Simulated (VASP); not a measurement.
Data:

```
CELL_PARAMETERS angstrom
      3.68297     0.00000     0.00000
      0.00000     3.68297     0.00000
      0.00000     0.00000     3.68297
ATOMIC_POSITIONS crystal
  Ho 0.00000 0.00000 0.00000
  In 0.50000 0.50000 0.50000
```

These are PBEsol GGA, VASP's PBE PAW potentials (set 64) (plane waves; VASP) values and carry that method's errors. Settings: 400 eV cut-off, 11×11×11 Γ-centred mesh, tetrahedra with Blöchl corrections, potentials Ho_3 In_d.

The 4f electrons are frozen in the core of the lanthanide potential, so 4f levels, which can set the real gap, and their magnetism are missing.  Unless said otherwise, spin-orbit coupling is left out, though it shifts the bands of the heavy elements here.

### Question
Tabulate the total density of states (states/eV per cell) against energy (eV; zero at the valence-band maximum or, without a gap, the Fermi level).

### Answer

(E (eV), DOS (states/eV)): (-9.98, 0.00); (-9.45, 0.00); (-8.91, 0.00); (-8.27, 0.10); (-7.74, 0.22); (-7.20, 0.32); (-6.67, 0.45); (-6.13, 0.68); (-5.49, 1.24); (-4.95, 0.35); (-4.42, 0.13); (-3.88, 0.26); (-3.35, 0.39); (-2.71, 0.73); (-2.17, 1.63); (-1.64, 0.95); (-1.10, 1.18); (-0.46, 1.29); (0.08, 0.90); (0.61, 2.89); (1.15, 1.80); (1.68, 1.78); (2.33, 1.57); (2.86, 1.52); (3.40, 1.40)
Within 2 eV below the Fermi level the largest weight inside VASP's projection spheres is Ho d, then In p.

The structure comes from a measured HoIn entry (Pm-3m) of the Crystallography Open Database, whose conditions weren't checked. It was relaxed first, which changed the volume by -7 %.
